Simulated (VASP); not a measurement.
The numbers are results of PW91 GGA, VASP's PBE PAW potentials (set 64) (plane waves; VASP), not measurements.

A VASP calculation is set up with these files.

### INCAR
```
ALGO = Normal
EDIFF = 1E-6
ENCUT = 400
GGA = 91
ISIF = 2
ISMEAR = 0
LASPH = .TRUE.
LCHARG = .FALSE.
LMAXMIX = 4
LREAL = .FALSE.
LWAVE = .FALSE.
NELM = 100
PREC = Accurate
SIGMA = 0.05
SYSTEM = InP
```

File KPOINTS:
```
Automatic mesh
0
Gamma
7 7 7
0 0 0
```

### POSCAR
```
InP
4.1507170
  0.0000000000   0.7071067481   0.7071067481
  0.7071067481   0.0000000000   0.7071067481
  0.7071067481   0.7071067481   0.0000000000
In P
1 1
Cart
  0.0000000000   0.0000000000   0.0000000000
  0.3535533740   0.3535533740   0.3535533740
```

POTCAR, in this order: In_d P (PBE.64 set). Program: vasp_std.

What VASP printed:

**OSZICAR**
```
       N       E                     dE             d eps       ncg     rms          rms(c)
DAV:   1     0.103484726683E+03    0.10348E+03   -0.75576E+03   525   0.129E+03
DAV:   2    -0.160927144857E+01   -0.10509E+03   -0.10145E+03   560   0.303E+02
DAV:   3    -0.867741321330E+01   -0.70681E+01   -0.70254E+01   675   0.845E+01
DAV:   4    -0.887357430451E+01   -0.19616E+00   -0.19603E+00   635   0.153E+01
DAV:   5    -0.888349132597E+01   -0.99170E-02   -0.99168E-02   742   0.297E+00    0.571E+00
DAV:   6    -0.845915979297E+01    0.42433E+00   -0.82576E-01   755   0.172E+01    0.345E+00
DAV:   7    -0.843095459817E+01    0.28205E-01   -0.21275E-01   713   0.417E+00    0.122E+00
DAV:   8    -0.843033305239E+01    0.62155E-03   -0.17513E-02   665   0.195E+00    0.410E-01
DAV:   9    -0.843090697320E+01   -0.57392E-03   -0.24360E-03   661   0.773E-01    0.203E-01
DAV:  10    -0.843092322019E+01   -0.16247E-04   -0.21538E-04   643   0.124E-01    0.142E-01
DAV:  11    -0.843096645962E+01   -0.43239E-04   -0.45662E-05   585   0.529E-02    0.325E-02
DAV:  12    -0.843097183565E+01   -0.53760E-05   -0.29956E-05   636   0.112E-01    0.229E-02
DAV:  13    -0.843097183789E+01   -0.22455E-08   -0.14545E-06   452   0.133E-02
   1 F= -.84309718E+01 E0= -.84309718E+01  d E =-.686435E-11
```

**OUTCAR**
```
------------------------ aborting loop because EDIFF is reached ----------------------------------------
  FORCE on cell =-STRESS in cart. coord.  units (eV):
  Direction    XX          YY          ZZ          XY          YZ          ZX
  --------------------------------------------------------------------------------------
  Total        0.9215595      0.9215595      0.9215595      0.0000000      0.0000000     -0.0000000
  in kB       29.1997860     29.1997860     29.1997860      0.0000000      0.0000000     -0.0000000
  external PRESSURE =      29.1997860 kB  Pullay stress =       0.0000000 kB
  volume of cell :       50.57
      direct lattice vectors                 reciprocal lattice vectors
     0.000000000  2.935000000  2.935000000    -0.170357751  0.170357751  0.170357751
     2.935000000  0.000000000  2.935000000     0.170357751 -0.170357751  0.170357751
     2.935000000  2.935000000  0.000000000     0.170357751  0.170357751 -0.170357751
  FREE ENERGIE OF THE ION-ELECTRON SYSTEM (eV)
  ---------------------------------------------------
  free  energy   TOTEN  =        -8.4309718379 eV

  energy  without entropy=       -8.4309718379  energy(sigma->0) =       -8.43097184
```
(Selected blocks of OUTCAR.)

### OUTCAR
```
 val. band max:        5.0964811915   @ k =   0.0000   0.0000   0.0000

 cond. band min:       5.7605961967   @ k =   0.0000   0.0000   0.0000


 Fermi energy:         5.3050322975

 k-point     1 :       0.0000    0.0000    0.0000
  band No.  band energies     occupation
      1      -9.0919      2.00000
      2      -9.0919      2.00000
      3      -9.0919      2.00000
      4      -8.9411      2.00000
      5      -8.9411      2.00000
      6      -6.3855      2.00000
      7       5.0965      2.00000
      8       5.0965      2.00000
      9       5.0965      2.00000
     10       5.7606      0.00000
     11       9.1821      0.00000
     12       9.1821      0.00000
     13       9.1821      0.00000

 k-point     2 :       0.1429    0.0000    0.0000
  band No.  band energies     occupation
      1      -9.1155      2.00000
      2      -9.0825      2.00000
      3      -9.0825      2.00000
      4      -8.9409      2.00000
      5      -8.9409      2.00000
      6      -6.1554      2.00000
      7       3.2794      2.00000
      8       4.8632      2.00000
      9       4.8632      2.00000
     10       6.7966      0.00000
     11       9.4166      0.00000
     12       9.5264      0.00000
     13       9.5264      0.00000

 k-point     3 :       0.2857    0.0000    0.0000
  band No.  band energies     occupation
      1      -9.1654      2.00000
      2      -9.0647      2.00000
      3      -9.0647      2.00000
      4      -8.9368      2.00000
      5      -8.9368      2.00000
      6      -5.5300      2.00000
      7       1.1599      2.00000
      8       4.4425      2.00000
      9       4.4425      2.00000
     10       6.8094      0.00000
     11       9.9369      0.00000
     12       9.9369      0.00000
     13      10.7987      0.00000

 k-point     4 :       0.4286    0.0000    0.0000
  band No.  band energies     occupation
      1      -9.2029      2.00000
      2      -9.0545      2.00000
      3      -9.0545      2.00000
...
```

Unless said otherwise, spin-orbit coupling is left out, though it shifts the bands of the heavy elements here.

The compound is InP in the zinc blende structure. The cell was not relaxed at this level. The run is one of a series of settings (GGA = 91 against the base run), some of them coarse on purpose.
